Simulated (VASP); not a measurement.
# A VASP study of B2Ru (SCAN): structure first, properties next, part 4 of 5

What structure and properties does SCAN give B2Ru, and how near are they to the measured ones? The start is a cell from a database of measured crystal structures.

VASP 6.6.1; SCAN; plane waves and PAW (B, Ru_pv).

So far. Step 4 (Bands along the symmetry lines (SCAN)): There is no gap at this level. Step 5 (Total and projected DOS (SCAN)): The finer mesh and the other smearing move the Fermi level by -0.06 eV from the 8×5×6 run, one measure of the sampling error in the zero of the bands above. Of the states within 0.3 eV of the Fermi level, the largest shares in the PAW spheres are Ru d 59 % and B p 20 %. The relaxed cell has a, b, c = 2.866, 4.621, 4.027 Å (conventional setting).

**6. Zone-centre phonons (SCAN)**

Zone-centre modes test whether the atoms sit at a minimum within this cell. IBRION = 6 takes the force constants from differences of forces between displaced cells, so the forces must be tight.

INCAR reads:

```
SYSTEM = B2Ru
PREC = Accurate
ENCUT = 420
EDIFF = 1E-08
NELM = 100
ISMEAR = 1
SIGMA = 0.2
LREAL = .FALSE.
ALGO = Normal
METAGGA = SCAN
LASPH = .TRUE.
NBANDS = 26
LORBIT = 11
LWAVE = .FALSE.
LCHARG = .FALSE.
KPAR = 4
IBRION = 6
NFREE = 2
POTIM = 0.015
ISIF = 2
NSW = 1
```

POSCAR reads:

```
B2Ru
1.0
    2.8662184053      0.0000000000      0.0000000000
    0.0000000000      4.6212330436      0.0000000000
    0.0000000000      0.0000000000      4.0266209349
B Ru
4 2
Direct
    0.0000000000      0.8035815410      0.3624403514
    0.0000000000      0.1964184590      0.3624403514
    0.5000000000      0.3035815410      0.6375596486
    0.5000000000      0.6964184590      0.6375596486
    0.0000000000      0.0000000000      0.8472324051
    0.5000000000      0.5000000000      0.1527675949
```

KPOINTS reads:

```
Automatic mesh
0
Gamma
10 7 8
0 0 0
```

The projector-augmented-wave data sets are B and Ru_pv (PBE family, release 64).

Started as:

```
mpirun -np 4 vasp_std
```

The program printed:

```text
[... set-up lines as in an earlier step ...]
 entering main loop
       N       E                     dE             d eps       ncg     rms          rms(c)
DAV:   1     0.251579401243E+03    0.25158E+03   -0.20462E+04  6256   0.138E+03
DAV:   2    -0.103865834557E+03   -0.35545E+03   -0.34815E+03  6600   0.420E+02
DAV:   3    -0.117747937298E+03   -0.13882E+02   -0.13681E+02  7690   0.789E+01
DAV:   4    -0.117917481948E+03   -0.16954E+00   -0.16918E+00  7434   0.841E+00
DAV:   5    -0.117919962633E+03   -0.24807E-02   -0.24802E-02  7716   0.102E+00    0.430E+01
DAV:   6    -0.102899534656E+03    0.15020E+02   -0.58703E+01  6804   0.634E+01    0.989E+00
DAV:   7    -0.101169839792E+03    0.17297E+01   -0.13468E+01  6676   0.294E+01    0.556E+00
DAV:   8    -0.101277418274E+03   -0.10758E+00   -0.50553E-01  7032   0.549E+00    0.239E+00
DAV:   9    -0.101282573224E+03   -0.51550E-02   -0.81149E-02  7216   0.205E+00    0.411E-01
DAV:  10    -0.101283308135E+03   -0.73491E-03   -0.90890E-03  7622   0.776E-01    0.190E-01
DAV:  11    -0.101283236990E+03    0.71146E-04   -0.98301E-04  7100   0.257E-01    0.342E-02
DAV:  12    -0.101283210101E+03    0.26888E-04   -0.65012E-05  7692   0.574E-02    0.140E-02
DAV:  13    -0.101283206044E+03    0.40577E-05   -0.12353E-05  6844   0.279E-02    0.488E-03
DAV:  14    -0.101283205953E+03    0.90984E-07   -0.62646E-07  7340   0.670E-03    0.224E-03
DAV:  15    -0.101283204872E+03    0.10806E-05   -0.19430E-07  7202   0.331E-03    0.650E-04
DAV:  16    -0.101283205663E+03   -0.79046E-06   -0.78837E-09  3484   0.736E-04    0.170E-04
DAV:  17    -0.101283205667E+03   -0.47512E-08   -0.28097E-09  3328   0.366E-04
   1 F= -.10128321E+03 E0= -.10128394E+03  d E =0.218838E-02
 Found     6 degrees of freedom:
 Finite differences POTIM= 0.01500 DOF=   6
 bond charge predicted
       N       E                     dE             d eps       ncg     rms          rms(c)
DAV:   1    -0.101282184527E+03    0.10211E-02   -0.17798E-01 14690   0.232E+00    0.107E-01
DAV:   2    -0.101281961323E+03    0.22320E-03   -0.27422E-03 17286   0.407E-01    0.569E-02
DAV:   3    -0.101281910990E+03    0.50333E-04   -0.24576E-04 16554   0.108E-01    0.115E-02
DAV:   4    -0.101281917006E+03   -0.60158E-05   -0.27772E-05 17296   0.508E-02    0.864E-03
DAV:   5    -0.101281916801E+03    0.20490E-06   -0.50110E-06 17362   0.272E-02    0.505E-03
DAV:   6    -0.101281917063E+03   -0.26175E-06   -0.12783E-06 15614   0.116E-02    0.115E-03
DAV:   7    -0.101281917085E+03   -0.22674E-07   -0.10216E-07 18592   0.271E-03    0.622E-04
DAV:   8    -0.101281917086E+03   -0.16735E-09   -0.13208E-08  8824   0.108E-03
   2 F= -.10128192E+03 E0= -.10128265E+03  d E =0.219335E-02
[... from here on, the cycles between the ionic steps are left out ...]
   3 F= -.10128192E+03 E0= -.10128265E+03  d E =0.219338E-02
   4 F= -.10128223E+03 E0= -.10128305E+03  d E =0.245898E-02
   5 F= -.10128045E+03 E0= -.10128109E+03  d E =0.191188E-02
   6 F= -.10128152E+03 E0= -.10128226E+03  d E =0.220668E-02
   7 F= -.10128134E+03 E0= -.10128206E+03  d E =0.217895E-02
   8 F= -.10128205E+03 E0= -.10128276E+03  d E =0.213329E-02
   9 F= -.10128205E+03 E0= -.10128276E+03  d E =0.213327E-02
  10 F= -.10128133E+03 E0= -.10128206E+03  d E =0.219025E-02
  11 F= -.10128133E+03 E0= -.10128206E+03  d E =0.219043E-02
  12 F= -.10127887E+03 E0= -.10127961E+03  d E =0.220088E-02
 Finite differences progress:
  Degree of freedom:   6/  6
  Displacement:        1/  2
  Total:              11/ 12
 bond charge predicted
       N       E                     dE             d eps       ncg     rms          rms(c)
DAV:   1    -0.101252577254E+03    0.26295E-01   -0.69027E+00  7678   0.363E+01    0.486E-01
DAV:   2    -0.101281166083E+03   -0.28589E-01   -0.32398E-01  6370   0.481E+00    0.312E-01
DAV:   3    -0.101280628571E+03    0.53751E-03   -0.12162E-02  7606   0.115E+00    0.195E-01
DAV:   4    -0.101280676247E+03   -0.47675E-04   -0.95349E-04  6962   0.276E-01    0.109E-01
DAV:   5    -0.101280758030E+03   -0.81783E-04   -0.24837E-04  6728   0.141E-01    0.334E-02
DAV:   6    -0.101280771659E+03   -0.13629E-04   -0.53771E-05  6770   0.727E-02    0.137E-02
DAV:   7    -0.101280773261E+03   -0.16017E-05   -0.95144E-06  7994   0.247E-02    0.490E-03
DAV:   8    -0.101280772715E+03    0.54632E-06   -0.11404E-06  7500   0.851E-03    0.218E-03
DAV:   9    -0.101280772174E+03    0.54059E-06   -0.19322E-07  7100   0.340E-03    0.636E-04
DAV:  10    -0.101280771959E+03    0.21533E-06   -0.19067E-08  4536   0.997E-04    0.163E-04
DAV:  11    -0.101280771908E+03    0.51031E-07   -0.32805E-09  3248   0.438E-04    0.454E-05
DAV:  12    -0.101280771904E+03    0.32787E-08   -0.58370E-10  3228   0.163E-04
  13 F= -.10128077E+03 E0= -.10128151E+03  d E =0.221850E-02
 Finite differences progress:
  Degree of freedom:   6/  6
  Displacement:        2/  2
  Total:              12/ 12
```

The job ended after 13 min (4 MPI ranks of Intel Xeon 6975P-C (Granite Rapids), shared host; peak memory 1.9 GiB).

OUTCAR, selected parts (step 6):

```text
   k-points           NKPTS =    120   k-points in BZ     NKDIM =    120   number of bands    NBANDS=     26

   NELECT =      40.0000    total number of electrons

 E-fermi :  10.6506

 k-point     1 :       0.0000    0.0000    0.0000
  band No.  band energies     occupation
    ...
     16       7.0553      2.00000
     17       7.5279      2.00000
     18       8.2889      2.00000
     19       8.6908      2.00000
     20       9.3779      2.00000
     21      10.7177      0.46614
     22      12.6148     -0.00000
     23      14.9934      0.00000
     24      15.1184      0.00000
     25      15.1310      0.00000
    ...

  Total       -0.0282703      0.0998168      0.2467160      0.0000000      0.0000000      0.0000000
  in kB       -0.8492467      2.9985144      7.4113967      0.0000000      0.0000000      0.0000000
  external PRESSURE =       3.1868881 kB  Pullay stress =       0.0000000 kB

 POSITION                                       TOTAL-FORCE (eV/Angst)
 -----------------------------------------------------------------------------------
      0.00000      3.71354      1.45941        -0.000000      0.040273     -0.121450
      0.00000      0.90770      1.45941        -0.000000     -0.040273     -0.121450
      1.43311      1.40292      2.56721         0.000000      0.111117     -0.068027
      1.43311      3.21831      2.56721         0.000000     -0.111117     -0.068027
      0.00000      0.00000      3.39648        -0.000000      0.000000      0.382057
      1.43311      2.31062      0.61514        -0.000000      0.000000     -0.003103
 -----------------------------------------------------------------------------------
    total drift:                               -0.000000     -0.000000      0.012011

  FREE ENERGIE OF THE ION-ELECTRON SYSTEM (eV)
  ---------------------------------------------------
  free  energy   TOTEN  =      -101.2807719044 eV

  energy  without entropy=     -101.2829904069  energy(sigma->0) =     -101.28151141

 Eigenvectors and eigenvalues of the dynamical matrix
 ----------------------------------------------------

   1 f  =   25.107034 THz   157.752145 2PiTHz  837.480499 cm-1   103.834302 meV
             X         Y         Z           dx          dy          dz
      0.000000  3.713538  1.459410     0.000000    0.469782    0.155108
      0.000000  0.907695  1.459410     0.000000   -0.469782    0.155108
      1.433109  1.402921  2.567211     0.000000   -0.469782    0.155108
      1.433109  3.218312  2.567211     0.000000    0.469782    0.155108
      0.000000  0.000000  3.411484     0.000000    0.000000   -0.102439
      1.433109  2.310617  0.615137     0.000000    0.000000   -0.102439

   2 f  =   21.169971 THz   133.014850 2PiTHz  706.154220 cm-1    87.551925 meV
             X         Y         Z           dx          dy          dz
      0.000000  3.713538  1.459410     0.000000   -0.321020   -0.381996
      0.000000  0.907695  1.459410     0.000000    0.321020   -0.381996
      1.433109  1.402921  2.567211     0.000000   -0.321020    0.381996
      1.433109  3.218312  2.567211     0.000000    0.321020    0.381996
      0.000000  0.000000  3.411484    -0.000000    0.000000    0.045280
      1.433109  2.310617  0.615137     0.000000    0.000000   -0.045280

   3 f  =   20.860226 THz   131.068664 2PiTHz  695.822235 cm-1    86.270923 meV
             X         Y         Z           dx          dy          dz
      0.000000  3.713538  1.459410     0.000000    0.153095    0.475470
      0.000000  0.907695  1.459410     0.000000    0.153095   -0.475470
      1.433109  1.402921  2.567211    -0.000000   -0.153095    0.475470
      1.433109  3.218312  2.567211    -0.000000   -0.153095   -0.475470
      0.000000  0.000000  3.411484    -0.000000   -0.031296    0.000000
      1.433109  2.310617  0.615137     0.000000    0.031296   -0.000000

   4 f  =   19.718425 THz   123.894516 2PiTHz  657.735850 cm-1    81.548815 meV
             X         Y         Z           dx          dy          dz
[...]
1.433109  3.218312  2.567211     0.500000   -0.000000    0.000000
      0.000000  0.000000  3.411484    -0.000000   -0.000000   -0.000000
      1.433109  2.310617  0.615137     0.000000    0.000000    0.000000

   8 f  =   17.198196 THz   108.059450 2PiTHz  573.670057 cm-1    71.125990 meV
             X         Y         Z           dx          dy          dz
      0.000000  3.713538  1.459410     0.000000   -0.171186    0.424640
      0.000000  0.907695  1.459410     0.000000    0.171186    0.424640
      1.433109  1.402921  2.567211    -0.000000    0.171186    0.424640
      1.433109  3.218312  2.567211    -0.000000   -0.171186    0.424640
      0.000000  0.000000  3.411484     0.000000   -0.000000   -0.284169
      1.433109  2.310617  0.615137     0.000000    0.000000   -0.284169

   9 f  =   17.022448 THz   106.955197 2PiTHz  567.807756 cm-1    70.399158 meV
             X         Y         Z           dx          dy          dz
      0.000000  3.713538  1.459410    -0.000000    0.472495   -0.148999
      0.000000  0.907695  1.459410    -0.000000    0.472495    0.148999
      1.433109  1.402921  2.567211    -0.000000   -0.472495   -0.148999
      1.433109  3.218312  2.567211    -0.000000   -0.472495    0.148999
      0.000000  0.000000  3.411484     0.000000    0.095373   -0.000000
      1.433109  2.310617  0.615137     0.000000   -0.095373   -0.000000

  10 f  =   13.652368 THz    85.780358 2PiTHz  455.393978 cm-1    56.461632 meV
             X         Y         Z           dx          dy          dz
      0.000000  3.713538  1.459410    -0.500000   -0.000000    0.000000
      0.000000  0.907695  1.459410     0.500000   -0.000000   -0.000000
      1.433109  1.402921  2.567211     0.500000    0.000000    0.000000
      1.433109  3.218312  2.567211    -0.500000    0.000000   -0.000000
      0.000000  0.000000  3.411484     0.000000    0.000000    0.000000
      1.433109  2.310617  0.615137    -0.000000    0.000000   -0.000000

  11 f  =   13.021115 THz    81.814078 2PiTHz  434.337644 cm-1    53.850980 meV
             X         Y         Z           dx          dy          dz
      0.000000  3.713538  1.459410    -0.454131   -0.000000    0.000000
      0.000000  0.907695  1.459410    -0.454131   -0.000000   -0.000000
      1.433109  1.402921  2.567211    -0.454131   -0.000000   -0.000000
      1.433109  3.218312  2.567211    -0.454131   -0.000000    0.000000
      0.000000  0.000000  3.411484     0.295854    0.000000    0.000000
      1.433109  2.310617  0.615137     0.295854    0.000000    0.000000

  12 f  =   12.896015 THz    81.028051 2PiTHz  430.164754 cm-1    53.333608 meV
             X         Y         Z           dx          dy          dz
      0.000000  3.713538  1.459410     0.000000   -0.392678    0.253605
      0.000000  0.907695  1.459410     0.000000   -0.392678   -0.253605
      1.433109  1.402921  2.567211     0.000000   -0.392678   -0.253605
      1.433109  3.218312  2.567211     0.000000   -0.392678    0.253605
      0.000000  0.000000  3.411484    -0.000000    0.250953    0.000000
      1.433109  2.310617  0.615137    -0.000000    0.250953   -0.000000

  13 f  =    8.588463 THz    53.962902 2PiTHz  286.480277 cm-1    35.519012 meV
             X         Y         Z           dx          dy          dz
      0.000000  3.713538  1.459410    -0.000000    0.035745   -0.071410
      0.000000  0.907695  1.459410    -0.000000   -0.035745   -0.071410
      1.433109  1.402921  2.567211    -0.000000    0.035745    0.071410
      1.433109  3.218312  2.567211    -0.000000   -0.035745    0.071410
      0.000000  0.000000  3.411484    -0.000000   -0.000000   -0.698030
      1.433109  2.310617  0.615137    -0.000000    0.000000    0.698030
    [... 42 further lines ...]
      1.433109  3.218312  2.567211     0.000000    0.000816   -0.213594
      0.000000  0.000000  3.411484     0.000000    0.000000   -0.639339
      1.433109  2.310617  0.615137     0.000000    0.000000   -0.639339

 ELASTIC MODULI CONTR FROM IONIC RELAXATION (kBar)
 Direction    XX          YY          ZZ          XY          YZ          ZX
 --------------------------------------------------------------------------------
 XX        -504.7161    176.0978    154.0990      0.0000     -0.0000     -0.0000
 YY         176.0978   -229.9866   -348.5075     -0.0000      0.0000      0.0000
 ZZ         154.0990   -348.5075   -697.7564     -0.0000      0.0000     -0.0000
 XY           0.0000     -0.0000     -0.0000   -236.5263     -0.0000     -0.0000
 YZ          -0.0000      0.0000      0.0000     -0.0000   -691.6483      0.0000
 ZX          -0.0000      0.0000     -0.0000     -0.0000      0.0000   -698.9564
 --------------------------------------------------------------------------------

[... 7 parts as in an earlier step ...]

[... 9 further parts left out ...]
```

The last energy, forces, stress and levels in OUTCAR belong to the last displaced cell, not to the cell of POSCAR.

This step gave:

```yaml
bands: 26
pressure_of_the_cell: -0.1343 GPa
largest_force_of_the_cell: 0.06418 eV/Å
```

Modes at Γ, with each element's share of the kinetic energy:

```csv
mode,frequency (cm⁻¹),symmetry,B %,Ru %
1,-4.8,acoustic,18,82
2,-3.7,acoustic,17,83
3,-0.7,acoustic,18,82
4,138.6,Bg,1,99
5,210.8,Bg,2,98
6,286.5,Ag,3,97
7,430.2,Bu,87,13
8,434.3,Bu,82,18
9,455.4,Au,100,0
10,567.8,Bg,98,2
11,573.7,Bu,84,16
12,617.3,Bg,100,0
13,649.1,Bg,99,1
14,652.1,Bu,96,4
15,657.7,Ag,98,2
16,695.8,Bg,100,0
17,706.2,Ag,100,0
18,837.5,Bu,98,2
```

Displacements in mode 4 (138.6 cm⁻¹), the largest set to 1:
```
B1   0.16  0.00  0.00
B2   0.16  0.00  0.00
B3  -0.16  0.00  0.00
B4  -0.16  0.00  0.00
Ru5 -1.00  0.00  0.00
Ru6  1.00  0.00  0.00
```

Displacements in mode 8 (434.3 cm⁻¹), the largest set to 1:
```
B1  -1.00  0.00  0.00
B2  -1.00  0.00  0.00
B3  -1.00  0.00  0.00
B4  -1.00  0.00  0.00
Ru5  0.21  0.00  0.00
Ru6  0.21  0.00  0.00
```

The three acoustic modes lie within 4.8 cm⁻¹ of zero, and all others are real. By the characters of their eigenvectors the optical modes sort into (cm⁻¹) Raman active: Bg 139, Bg 211, Ag 286, Bg 568, Bg 617, Bg 649, Ag 658, Bg 696, Ag 706; infrared active: Bu 430, Bu 434, Bu 574, Bu 652, Bu 837; silent: Au 455. B labels carry no number here, since it depends on the setting of the axes. With a centre of inversion no mode is active in both.

(Continued in part 5 of 5.)

[Lines on the potential files, build, host, timing and source positions are cut from VASP's logs without a mark.]

[Logs are printed without paths, hosts, clocks, repeated set-up lines and the standing remarks that a program may print on its own settings, such as how far it seeks lower states.]

[Hosts, paths, dates, database ids (printed as entryN), source tags and the programs' standing remarks are cut or masked in the printed files.]

[Measured values are set beside computed ones only where the two were judged alike; some that the calculation misses by far are left out.]
